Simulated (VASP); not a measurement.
CO, in a box:

```
CELL_PARAMETERS angstrom
11.46642 0.00000 0.00000
0.00000 11.96642 0.00000
0.00000 0.00000 12.46642
ATOMIC_POSITIONS crystal
C 0.52198 0.51620 0.46124
O 0.47738 0.49181 0.53989
```

Base run:

```yaml
Program: VASP 6.6.1
Functional: RPBE
Potentials_or_basis: VASP PAW PBE potentials, release 64 (C, O)
Cutoff: 400 eV
k_mesh: 1 × 1 × 1
Occupations: gaussian, width 0.01 eV
Spin: no spin polarisation
```

Its results: gap between the frontier levels 6.98 eV; largest force 0.502 eV/Å.

Q: After a change of settings the same cell gave: gap between the frontier levels 6.92 eV; largest force 0.130 eV/Å. Which change was it?
A. functional from RPBE to r2SCAN; dispersion from none to rVV10
B. functional from RPBE to LDA; potentials or basis from VASP PAW PBE potentials, release 64 (C, O) to VASP PAW LDA potentials, release 64 (C, O)
C. functional from RPBE to optB86b-vdW

A: C.

Caveats: the standard files for N, O and F lose accuracy on very short bonds; the PAW data sets were made with another functional, which shifts forces and pressure a little.

Runs at the PBE level aren't shown here.
